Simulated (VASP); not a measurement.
# Li$_{3}$BrO (space group Pm-3m): computed properties

The numbers are results of LDA (Ceperley-Alder, Perdew-Zunger), VASP's LDA PAW potentials (set 64) (plane waves; VASP), not measurements.

```
Property                                                                               Value
-----------------------------------------------  -------------------------------------------
space group                                                                      Pm-3m (221)
cell                                                 a = b = c = 3.870 Å, α = β = γ = 90.00°
volume per atom                                                               11.59 Å^3/atom
band gap (over mesh and band path)                                                   4.29 eV
smallest direct gap (over mesh and band path)                                        4.29 eV
band-edge character without spin-orbit coupling                               direct, M to M
band gap with spin-orbit coupling                                                    4.26 eV
density                                                                           3.34 g/cm³
mean ε∞ (DFPT)                                                                          3.76
mean ε∞ (independent particles)                                                         4.02
mean static ε                                                                          11.50
optical Γ-point spectrum                         171 (×3), 272 (×3), 370 (×3), 514 (×3) cm⁻¹
```

```yaml
crystal:
  lattice:
    - [3.86997, 0.00000, 0.00000]
    - [0.00000, 3.86997, 0.00000]
    - [0.00000, 0.00000, 3.86997]
  atoms:
    - { symbol: Li, position: [0.50000, 0.00000, 0.00000] }
    - { symbol: Li, position: [0.00000, 0.50000, 0.00000] }
    - { symbol: Li, position: [0.00000, 0.00000, 0.50000] }
    - { symbol: Br, position: [0.50000, 0.50000, 0.50000] }
    - { symbol: O, position: [0.00000, 0.00000, 0.00000] }
```

The structure comes from a computed database's Li3BrO entry (Pm-3m); how it stands against other phases isn't given here. It was relaxed first, which changed the volume by -6 %. Symmetry was kept, so distortions that lower it aren't found.
